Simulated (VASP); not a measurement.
Given:

```xyz
2
Lattice="0.0000 3.0025 3.0025 3.0025 0.0000 3.0025 3.0025 3.0025 0.0000" Properties=species:S:1:pos:R:3 pbc="T T T"
Pb     0.0000     0.0000     0.0000
S      3.0025     3.0025     3.0025
```

Level of theory: PBE0 hybrid, VASP's PBE PAW potentials (set 64) (plane waves; VASP). Run with 520 eV cut-off, 6×6×6 Γ-centred mesh, Gaussian smearing of 0.050 eV, potentials Pb_d S.

Question: Give the stress tensor in GPa (positive for a compressed cell).

Answer: 
```
-1.10   0.00   0.00
 0.00  -1.10   0.00
 0.00   0.00  -1.10
```
The pressure is its mean diagonal, -1.10 GPa.

The compound is PbS in the rock salt structure. It was relaxed first. The cell's shape comes from a PBE relaxation.
